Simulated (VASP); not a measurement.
```
AuBr
1.0
    4.40343     0.00000     0.00000
   -2.20172     3.81348     0.00000
    0.00000     0.00000     6.78013
Au Br
2 2
Direct
  0.33333   0.66667   0.96442
  0.66667   0.33333   0.46442
  0.33333   0.66667   0.41058
  0.66667   0.33333   0.91058
```

The numbers are results of PBEsol GGA, VASP's PBE PAW potentials (set 64) (plane waves; VASP), not measurements. Numerical set-up: 400 eV cut-off, 9×9×5 Γ-centred mesh, tetrahedra with Blöchl corrections, potentials Au Br.

Unless said otherwise, spin-orbit coupling is left out, though it shifts the bands of the heavy elements here.

Task: Tabulate the total density of states (states/eV per cell) against energy (eV; zero at the valence-band maximum or, without a gap, the Fermi level).

Result: 
```
E (eV) | DOS (states/eV)
    -9.95 |  0.00
    -9.73 |  0.00
    -9.51 |  0.00
    -9.29 |  0.00
    -9.06 |  0.00
    -8.84 |  0.00
    -8.62 |  0.00
    -8.40 |  0.00
    -8.18 |  0.00
    -7.96 |  0.00
    -7.62 |  0.00
    -7.40 |  0.00
    -7.18 |  0.00
    -6.96 |  0.00
    -6.73 |  0.00
    -6.51 |  0.00
    -6.29 |  0.00
    -6.07 | ######################## 15.5
    -5.85 | ####### 4.30
    -5.62 | ##### 3.23
    -5.40 | ###### 4.05
    -5.18 | ############## 8.78
    -4.96 | #### 2.62
    -4.74 | ########## 6.31
    -4.52 | ########## 6.09
    -4.29 | #### 2.74
    -4.07 |  0.27
    -3.85 |  0.00
    -3.63 |  0.00
    -3.41 |  0.03
    -3.07 | ########################## 16.4
    -2.85 | ############################## 19.1
    -2.63 | ############### 9.56
    -2.41 | ########## 6.37
    -2.19 | ####### 4.45
    -1.96 | ######### 5.49
    -1.74 | ######## 4.90
    -1.52 | ####### 4.47
    -1.30 | ############ 7.39
    -1.08 | ############ 7.54
    -0.85 | ### 2.13
    -0.63 | ## 1.46
    -0.41 | # 0.94
    -0.19 | # 0.47
     0.03 |  0.02
     0.25 |  0.10
     0.48 |  0.25
     0.70 | # 0.41
     0.92 | # 0.57
     1.14 | # 0.69
     1.47 | # 0.89
     1.70 | ## 1.09
     1.92 | ## 1.40
     2.14 | ### 1.84
     2.36 | ##### 2.92
     2.58 | ##### 2.99
     2.81 | ### 2.22
     3.03 | ### 1.63
     3.25 |  0.21
     3.47 |  0.00
```
Within 2 eV below the Fermi level the largest weight inside VASP's projection spheres is Au d, then Br p.

The structure was generated: AuBr was put into the wurtzite type (P6_3mc), which need not be its known phase. It was relaxed first, which changed the volume by +10 %.
